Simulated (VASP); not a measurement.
Input:

```
NiSi2
1.0
    0.00000     2.70300     2.70300
    2.70300     0.00000     2.70300
    2.70300     2.70300     0.00000
Si Ni
2 1
Direct
  0.25000   0.25000   0.25000
  0.75000   0.75000   0.75000
  0.00000   0.00000   0.00000
```
Starting moments (μB, in the order of the record's atoms Si Si Ni): 0.0 0.0 2.0.

All values below come from PBE GGA, VASP's PBE PAW potentials (set 64) (plane waves; VASP). Numerical set-up: 300 eV cut-off, 9×9×9 Γ-centred mesh, Gaussian smearing of 0.050 eV, potentials Si Ni.

At this cut-off the stress carries a Pulay error, which pulls relaxed volumes low. Energy and stress use the plane-wave basis of the starting cell.

Problem. The ions, cell shape and volume are relaxed. Which structure does the run end with?

Solution. 
```
NiSi2
1.0
    0.00000     2.72447     2.72447
    2.72447     0.00000     2.72447
    2.72447     2.72447     0.00000
Si Ni
2 1
Direct
  0.25000   0.25000   0.25000
  0.75000   0.75000   0.75000
  0.00000   0.00000   0.00000
```
Space group Fm-3m (225), at a tolerance of 0.03 Å. The cell ends with 0.00 μB, on the sites 0.00 0.00 0.00 μB.

Problem. How do energy and volume change from the first to the last step?

Solution. The energy (σ→0) changes by -3.5 meV/atom and the volume by +2.4 %, in 3 ionic steps.

The structure comes from a measured Si2Ni entry (Fm-3m) of the Crystallography Open Database, whose conditions weren't checked. This run relaxes it. Symmetry was kept, so distortions that lower it aren't found. The run is one of a series of settings (EDIFFG = -0.01, IBRION = 2, ISIF = 3, NSW = 50 against the base run), some of them coarse on purpose.
